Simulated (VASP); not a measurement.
A convergence study with VASP on SiO2 (rutile): one setting is varied, all else stays as given below, so the limit is that of these other settings.

```
O2Si
1.0
    4.18000     0.00000     0.00000
    0.00000     4.18000     0.00000
    0.00000     0.00000     2.67000
Si O
2 4
Direct
  0.00000   0.00000   0.00000
  0.50000   0.50000   0.50000
  0.30600   0.30600   0.00000
  0.80600   0.19400   0.50000
  0.19400   0.80600   0.50000
  0.69400   0.69400   0.00000
```

The numbers are results of PBE GGA, VASP's PBE PAW potentials (set 64) (plane waves; VASP), not measurements. The tightest run used: 700 eV cut-off, 11×11×17 Γ-centred mesh, Gaussian smearing of 0.050 eV, potentials Si O.

| setting | E (eV/atom) | pressure (GPa) | largest force (eV/Å) | irreducible k-points |
|---|---|---|---|---|
| 1×1×1 mesh | -5.6294 | 32.06 | 3.232 | 1 |
| 1×1×2 mesh | -7.7096 | 1.66 | 0.019 | 2 |
| 2×2×3 mesh | -7.6972 | 9.89 | 0.085 | 6 |
| 3×3×4 mesh | -7.7138 | 9.86 | 0.103 | 9 |

Problem. These are the cheaper rows. Estimate the results at 11×11×17 mesh, and how far the last row shown lies from them.

Solution. 
```
quantity              tightest run  last row shown is off by
--------------------  ------------  ------------------------
E (eV/atom)                -7.7163                    0.0025
pressure (GPa)                9.86                      0.00
largest force (eV/Å)         0.103                     0.000
```

Left out are rungs that failed or repeat a setting and relaxations that didn't move; long series are thinned to 24 rows.

The compound is SiO2 in the rutile structure, stishovite, a high-pressure form. The cell was not relaxed at this level, forces remain on its atoms.
